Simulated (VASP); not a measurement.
```xyz
4
Lattice="2.0043 -3.4716 0.0000 2.0043 3.4716 0.0000 0.0000 0.0000 5.2326" Properties=species:S:1:pos:R:3 pbc="T T T"
Ni     0.0000     0.0000     2.6163
Ni     0.0000     0.0000     0.0000
Sb     2.0043     1.1572     1.3081
Sb     2.0043    -1.1572     3.9244
```

Method: PBE GGA, VASP's PBE PAW potentials (set 64) (plane waves; VASP). Run with 400 eV cut-off, 8×8×6 Γ-centred mesh, first-order Methfessel-Paxton smearing of 0.10 eV, potentials Ni Sb.

Unless said otherwise, spin-orbit coupling is left out, though it shifts the bands of the heavy elements here.

**Question.** Predict the energy per atom (σ→0), pressure, band gap (on the k-mesh) with the smallest direct gap where there is one.

**Answer.** 
```yaml
band gap (on the k-mesh): none (metal, semimetal or under 0.01 eV)
energy per atom (σ→0): -5.072 eV/atom
pressure: -3.30 GPa
```

Total energies compare only between runs with the same potentials, cut-off and functional.

The compound is NiSb in the NiAs type structure. The cell was not relaxed at this level. The run is not spin-polarised, so no magnetic state was tried.
